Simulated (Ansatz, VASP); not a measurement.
Be3SnS: VASP beside Ansatz

```
CELL_PARAMETERS angstrom
4.14757 0.00000 0.00000
0.00000 4.14757 0.00000
0.00000 0.00000 4.14757
ATOMIC_POSITIONS crystal
Sn 0.00000 0.00000 0.00000
S 0.50000 0.50000 0.50000
Be 0.50000 0.50000 0.00000
Be 0.50000 0.00000 0.50000
Be 0.00000 0.50000 0.50000
```

The cell comes from a database or a generator and needn't be the stable form of this composition.

Alike in both runs: task single point; functional PBEsol; k mesh 4 × 4 × 4; occupations gaussian, width 0.05 eV; no spin polarisation.

|  | VASP | Ansatz |
| --- | --- | --- |
| version | VASP 6.6.1 | Ansatz 0.2.0 |
| potentials or method | VASP PAW PBE potentials, release 64 (Sn_d, S, Be) | scalar-relativistic, plane waves, PAW |
| plane-wave cutoff (eV) | 520 | 420 |
| valence electrons in the cell | 26 | 26 |

|  | VASP | Ansatz | Ansatz less VASP |
| --- | --- | --- | --- |
| gap on the k mesh at the Fermi level (eV) | none | none | - |
| pressure (GPa) | 0.9 | 0.7 | -0.14 |

A gap of «none» marks a metal or a gap that the smearing closes. The functional is the same, so the differences come from potentials, cutoffs and numerics.

Caveats: the k mesh is coarse (spacing up to 0.38 Å⁻¹), so the values aren't converged; the PAW data sets were made with another functional, which shifts forces and pressure a little (VASP).
